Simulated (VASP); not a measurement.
Given:

```
ZrC
1.0
    0.00000     2.34070     2.34070
    2.34070     0.00000     2.34070
    2.34070     2.34070     0.00000
Zr C
1 1
Direct
  0.00000   0.00000   0.00000
  0.50000   0.50000   0.50000
```

Computed with PBE GGA with D3 dispersion (zero damping), VASP's PBE PAW potentials (set 64) (plane waves; VASP 6.6.1). Run with 520 eV cut-off, 15×15×15 Γ-centred mesh, tetrahedra with Blöchl corrections, potentials Zr_sv C.

Q: Predict the energy per atom (σ→0), band gap (on the k-mesh) with the smallest direct gap where there is one.

A: 
| Property | Result |
|---|---|
| band gap (on the k-mesh) | none (metal, semimetal or under 0.01 eV) |
| energy per atom (σ→0) | -10.015 eV/atom |

The absolute energy has meaning only against runs of the same code, potentials and settings.

The compound is ZrC in the rock salt structure. It was relaxed first.
